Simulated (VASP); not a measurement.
# Bi2Se3 (Paraguanajuatite): input slips in a band-gap run and what they do, part 2 of 2

Aim: see how common mistakes in a band-structure run show up, on Bi2Se3 (Paraguanajuatite). The starting structure is a measured crystal structure from the Crystallography Open Database. The atoms were first relaxed with LDA in that cell, in a run that isn't shown, and the relaxed structure is the one below.

VASP 6.6.1.

Results so far: reference 0.091 eV; one electron missing no gap to read.

### Step 5. Bands with a hybrid's name typed into the meta-GGA tag

Level of this step: the functional as typed; plane waves and PAW (Bi_d, Se) (VASP).

A slip made on purpose: a hybrid's name typed into the meta-GGA tag. Against step 2 the input has METAGGA = HSE06 and no GGA (also changed: NELM).

Contents of INCAR:

```
SYSTEM = Bi2Se3
PREC = Accurate
ENCUT = 350
EDIFF = 1E-06
NELM = 60
ISMEAR = 0
SIGMA = 0.03
LREAL = .FALSE.
ALGO = Normal
NBANDS = 39
LORBIT = 11
LWAVE = .FALSE.
LCHARG = .FALSE.
KPAR = 16
LASPH = .TRUE.
METAGGA = HSE06
```

Contents of POSCAR:

```
Bi2Se3
1.0
   -4.1430000000      0.0000000000      0.0000000000
    2.0715000000     -3.5879432479      0.0000000000
    2.0715000000      1.1959810826      9.5453333333
Bi Se
2 3
Direct
    0.2001387802      0.6000693901      0.8002081703
    0.7998612198      0.3999306099      0.1997918297
    0.5753992533      0.7876996267      0.3630988800
    0.4246007467      0.2123003733      0.6369011200
    0.0000000000      0.0000000000      0.0000000000
```

Contents of KPOINTS:

```
Automatic mesh
0
Gamma
6 6 6
0 0 0
```

Contents of KPOINTS_OPT:

```
Line mode
8
Line-mode
Reciprocal
  0.00000000   0.00000000   0.00000000 GAMMA
  0.00000000  -0.50000000   0.00000000 L

  0.00000000  -0.50000000   0.00000000 L
 -0.35426507  -0.32286747   0.17713253 B1

 -0.32286747  -0.32286747  -0.17713253 B
  0.00000000   0.00000000  -0.50000000 Z

  0.00000000   0.00000000  -0.50000000 Z
  0.00000000   0.00000000   0.00000000 GAMMA

  0.00000000   0.00000000   0.00000000 GAMMA
 -0.33856627  -0.33856627   0.33856627 X

 -0.33856627  -0.32286747   0.00000000 Q
 -0.50000000   0.00000000   0.00000000 F

 -0.50000000   0.00000000   0.00000000 F
 -0.48430120   0.00000000  -0.17713253 P1

 -0.48430120   0.00000000  -0.17713253 P1
  0.00000000   0.00000000  -0.50000000 Z

  0.00000000  -0.50000000   0.00000000 L
  0.00000000  -0.48430120  -0.33856627 P
```

PAW data sets: Bi_d and Se (LDA family, release 64).

On the command line:

```sh
mpirun -np 16 vasp_std
```

What it wrote:

```text
 -----------------------------------------------------------------------------
|                                                                             |
|     EEEEEEE  RRRRRR   RRRRRR   OOOOOOO  RRRRRR      ###     ###     ###     |
|     E        R     R  R     R  O     O  R     R     ###     ###     ###     |
|     E        R     R  R     R  O     O  R     R     ###     ###     ###     |
|     EEEEE    RRRRRR   RRRRRR   O     O  RRRRRR       #       #       #      |
|     E        R   R    R   R    O     O  R   R                               |
|     E        R    R   R    R   O     O  R    R      ###     ###     ###     |
|     EEEEEEE  R     R  R     R  OOOOOOO  R     R     ###     ###     ###     |
|                                                                             |
|     Error: One of the selected functionals does not exist.                  |
|                                                                             |
|       ---->  I REFUSE TO CONTINUE WITH THIS SICK JOB ... BYE!!! <----       |
|                                                                             |
 -----------------------------------------------------------------------------

1
1
1
1
1
1
1
1
1
1
1
1
1
1
1
1

[... 2 parts as in an earlier step ...]
```

Run time: 7.8 s. Hardware: 16 MPI ranks of Intel Xeon 6975P-C (Granite Rapids), shared host.

VASP stopped with this message: “Error: One of the selected functionals does not exist”.

### Step 6. Bands with no empty bands

A slip made on purpose: no empty bands. Against step 2 the input has NBANDS = 24 and no band path (also changed: NELM).

Edit INCAR of step 5 so:

```diff
@@ -9,3 +9,4 @@
 ALGO = Normal
-NBANDS = 39
+GGA = CA
+NBANDS = 24
 LORBIT = 11
@@ -15,2 +16 @@
 LASPH = .TRUE.
-METAGGA = HSE06
```

POSCAR is that of step 5.

KPOINTS is that of step 5.

On the command line:

```sh
mpirun -np 16 vasp_std
```

What it wrote:

```text
[... set-up lines as in an earlier step ...]
 entering main loop
       N       E                     dE             d eps       ncg     rms          rms(c)
DAV:   1     0.424448766901E+03    0.42445E+03   -0.19269E+04  1536   0.158E+03
DAV:   2     0.227863043217E+02   -0.40166E+03   -0.40166E+03  1800   0.440E+02
DAV:   3    -0.222388418148E+02   -0.45025E+02   -0.45025E+02  2032   0.154E+02
DAV:   4    -0.240517011704E+02   -0.18129E+01   -0.18129E+01  1712   0.329E+01
[...]
DAV:  12    -0.233965717715E+02    0.12798E-05   -0.22381E-04  1888   0.762E-02    0.151E-02
DAV:  13    -0.233965711232E+02    0.64835E-06   -0.67757E-05  1600   0.442E-02    0.386E-03
DAV:  14    -0.233965716039E+02   -0.48076E-06   -0.93394E-06  1256   0.120E-02
 -----------------------------------------------------------------------------
|                                                                             |
|           W    W    AA    RRRRR   N    N  II  N    N   GGGG   !!!           |
|           W    W   A  A   R    R  NN   N  II  NN   N  G    G  !!!           |
|           W    W  A    A  R    R  N N  N  II  N N  N  G       !!!           |
|           W WW W  AAAAAA  RRRRR   N  N N  II  N  N N  G  GGG   !            |
|           WW  WW  A    A  R   R   N   NN  II  N   NN  G    G                |
|           W    W  A    A  R    R  N    N  II  N    N   GGGG   !!!           |
|                                                                             |
|     Your highest band is occupied at some k-points! Unless you are          |
|     performing a calculation for an insulator or semiconductor, without     |
|     unoccupied bands, you have included TOO FEW BANDS!! Please increase     |
|     the parameter NBANDS in file INCAR to ensure that the highest band      |
|     is unoccupied at all k-points. It is always recommended to include      |
|     a few unoccupied bands to accelerate the convergence of                 |
|     molecular-dynamics runs (even for insulators or semiconductors),        |
|     since the presence of unoccupied bands improves wavefunction            |
|     prediction and helps to suppress 'band-crossings'.                      |
|                                                                             |
 -----------------------------------------------------------------------------

   1 F= -.23396572E+02 E0= -.23396572E+02  d E =-.204302E-13
```

Wall time 6.4 s (16 MPI ranks); peak memory 3.4 GiB; 76 s of CPU time.

From OUTCAR (step 6):

```text
  Total       -1.6266947     -1.6266947     -1.5279114     -0.0000000      0.0000000      0.0000000
  in kB      -18.3681344    -18.3681344    -17.2527032     -0.0000000      0.0000000      0.0000000
  external PRESSURE =     -17.9963240 kB  Pullay stress =       0.0000000 kB

 POSITION                                       TOTAL-FORCE (eV/Angst)
 -----------------------------------------------------------------------------------
      2.07150     -1.19598      7.63825         0.000000     -0.000000      0.006172
     -2.07150     -1.19598      1.90708        -0.000000      0.000000     -0.006172
      0.00000     -2.39196      3.46590        -0.000000     -0.000000      0.003097
     -0.00000      0.00000      6.07943         0.000000      0.000000     -0.003097
      0.00000      0.00000      0.00000        -0.000000      0.000000      0.000000
 -----------------------------------------------------------------------------------
    total drift:                                0.000000      0.000000      0.000000

  FREE ENERGIE OF THE ION-ELECTRON SYSTEM (eV)
  ---------------------------------------------------
  free  energy   TOTEN  =       -23.3965716039 eV

  energy  without entropy=      -23.3965716039  energy(sigma->0) =      -23.39657160

[... 1 part as in an earlier step ...]

[... 2 further parts left out ...]
[key lines of the parts left out:]
E-fermi :   4.9694
```

The run converges, yet it holds no empty band, so no gap can be read from it.

### Step 7. The runs compared

```csv
run,ended,gap (eV),core minutes
reference,converged,0.091,5.23
a fixed density without a density file,stopped by VASP,-,2.45
one electron missing,converged,none,5.01
a hybrid's name typed into the meta-GGA tag,stopped by VASP,-,2.08
no empty bands,converged,-,1.71
```

Core minutes are wall time times ranks of the run shown, on a shared host.

### Step 8. What came out

```yaml
reference_gap: 0.091 eV
gap_with_one_electron_missing: none to read from the occupations
run_with_a_fixed_density_without_a_density_file: stopped by VASP
run_with_a_hybrid_s_name_typed_into_the_meta_gga_tag: stopped by VASP
run_with_no_empty_bands: converged
```

In words: VASP stopped by itself in the runs with a fixed density without a density file and a hybrid's name typed into the meta-GGA tag. The run without empty bands converged, and still can't show a gap. Finished, but with signs in the output that stand out against the reference: one electron missing, with no gap to read, since by its occupations the run counts as a metal (its levels may still leave one) (signs: a warning on the charge density, a stress of up to 15.5 GPa and forces of up to 0.10 eV/Å). Further runs on this material are not shown.

[Lines on the potential files, build, host, timing and source positions are cut from VASP's logs without a mark.]

[Logs are printed without paths, hosts, clocks, repeated set-up lines and the standing remarks that a program may print on its own settings, such as how far it seeks lower states.]

[Hosts, paths, dates, database ids (printed as entryN), source tags and the programs' standing remarks are cut or masked in the printed files.]
